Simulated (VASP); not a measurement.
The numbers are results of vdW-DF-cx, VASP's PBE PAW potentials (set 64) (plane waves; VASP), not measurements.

Input for VASP

File KPOINTS:
```
Automatic mesh
0
Gamma
11 11 11
0 0 0
```

### INCAR
```
LMAXMIX  =  4   ! l cut-off of mixed one-centre charges
ISMEAR  =  1
LUSE_VDW  =  .TRUE.
LWAVE  =  .FALSE.
ENCUT  =  520   ! plane-wave cut-off (eV)
PREC  =  Accurate
ISIF  =  2   ! forces and stress, cell fixed
EDIFF  =  1E-7   ! SCF stop (eV)
LCHARG  =  .FALSE.
SYSTEM  =  PdIn
AGGAC  =  0.0
LREAL  =  .FALSE.
GGA  =  CX
SIGMA  =  0.1
LASPH  =  .TRUE.
NELM  =  100   ! most electronic steps
ALGO  =  Normal   ! blocked Davidson
```

### POSCAR
```
PdIn
1
    3.2894475457     0.0000000000     0.0000000000
    0.0000000000     3.2894475457     0.0000000000
    0.0000000000     0.0000000000     3.2894475457
In Pd
1 1
Direct
  0.5000000000   0.5000000000   0.5000000000
  0.0000000000   0.0000000000   0.0000000000
```

POTCAR, in this order: In_d Pd (PBE.64 set). Program: vasp_std.

Output

File OUTCAR:
```
 ion  position               nearest neighbor table
   1  0.500  0.500  0.500-   2 2.85   2 2.85   2 2.85   2 2.85   2 2.85   2 2.85   2 2.85   2 2.85
  LATTYP: Found a simple cubic cell.
 ALAT       =     3.2894475457
 Subroutine PRICEL returns:
 Original cell was already a primitive cell.
 Subroutine GETGRP returns: Found 48 space group operations
The static configuration has the point symmetry O_h .
The dynamic configuration has the point symmetry O_h .
 Subroutine INISYM returns: Found 48 space group operations
 Subroutine IBZKPT returns following result:
 Found     56 irreducible k-points:

 Following reciprocal coordinates:
            Coordinates               Weight
  0.000000  0.000000  0.000000      1.000000
  0.090909  0.000000  0.000000      6.000000
  0.181818  0.000000  0.000000      6.000000
  0.272727  0.000000  0.000000      6.000000
  0.363636  0.000000  0.000000      6.000000
  0.454545  0.000000  0.000000      6.000000
  0.090909  0.090909  0.000000     12.000000
  0.181818  0.090909  0.000000     24.000000
  0.272727  0.090909  0.000000     24.000000
  0.363636  0.090909  0.000000     24.000000
...
```

### OSZICAR
```
       N       E                     dE             d eps       ncg     rms          rms(c)
DAV:   1     0.172020812114E+03    0.17202E+03   -0.11507E+04  1680   0.198E+03
DAV:   2     0.485722349676E+01   -0.16716E+03   -0.16308E+03  1778   0.423E+02
DAV:   3    -0.324722467721E+01   -0.81044E+01   -0.80799E+01  2030   0.960E+01
DAV:   4    -0.339582497234E+01   -0.14860E+00   -0.14857E+00  2007   0.126E+01
DAV:   5    -0.340298900950E+01   -0.71640E-02   -0.71640E-02  2522   0.253E+00    0.615E+00
DAV:   6    -0.320458328349E+01    0.19841E+00   -0.59587E-01  1834   0.110E+01    0.275E+00
DAV:   7    -0.316801028092E+01    0.36573E-01   -0.87301E-02  2346   0.547E+00    0.144E+00
DAV:   8    -0.315896799179E+01    0.90423E-02   -0.26751E-02  1953   0.170E+00    0.399E-01
DAV:   9    -0.315802395440E+01    0.94404E-03   -0.20523E-03  2191   0.790E-01    0.553E-02
DAV:  10    -0.315802515975E+01   -0.12054E-05   -0.42295E-05  2292   0.912E-02    0.226E-02
DAV:  11    -0.315802637419E+01   -0.12144E-05   -0.52770E-06  1968   0.236E-02    0.286E-03
DAV:  12    -0.315802671011E+01   -0.33591E-06   -0.37182E-07  2098   0.652E-03    0.142E-03
DAV:  13    -0.315802666637E+01    0.43738E-07   -0.31161E-08  1106   0.203E-03
   1 F= -.31580267E+01 E0= -.31575759E+01  d E =-.135225E-02
```

File OUTCAR:
```
------------------------ aborting loop because EDIFF is reached ----------------------------------------
  FORCE on cell =-STRESS in cart. coord.  units (eV):
  Direction    XX          YY          ZZ          XY          YZ          ZX
  --------------------------------------------------------------------------------------
  Total       -0.8582849     -0.8582849     -0.8582849     -0.0000000     -0.0000000     -0.0000000
  in kB      -38.6343085    -38.6343085    -38.6343085     -0.0000000     -0.0000000     -0.0000000
  external PRESSURE =     -38.6343085 kB  Pullay stress =       0.0000000 kB
  volume of cell :       35.59
      direct lattice vectors                 reciprocal lattice vectors
     3.289447546  0.000000000  0.000000000     0.304002416  0.000000000  0.000000000
     0.000000000  3.289447546  0.000000000     0.000000000  0.304002416  0.000000000
     0.000000000  0.000000000  3.289447546     0.000000000  0.000000000  0.304002416
 POSITION                                       TOTAL-FORCE (eV/Angst)
 -----------------------------------------------------------------------------------
      1.64472      1.64472      1.64472         0.000000      0.000000      0.000000
      0.00000      0.00000      0.00000         0.000000      0.000000      0.000000
 -----------------------------------------------------------------------------------
    total drift:                                0.000000      0.000000     -0.000000
  FREE ENERGIE OF THE ION-ELECTRON SYSTEM (eV)
  ---------------------------------------------------
  free  energy   TOTEN  =        -3.1580266664 eV

  energy  without entropy=       -3.1566744172  energy(sigma->0) =       -3.15757592
```
(Selected blocks of OUTCAR.)

The compound is PdIn in the CsCl type structure. This cell is one point of a volume scan, at 1.03 of the reference volume. The electron count is odd and the run is not spin-polarised, which forces a metal.
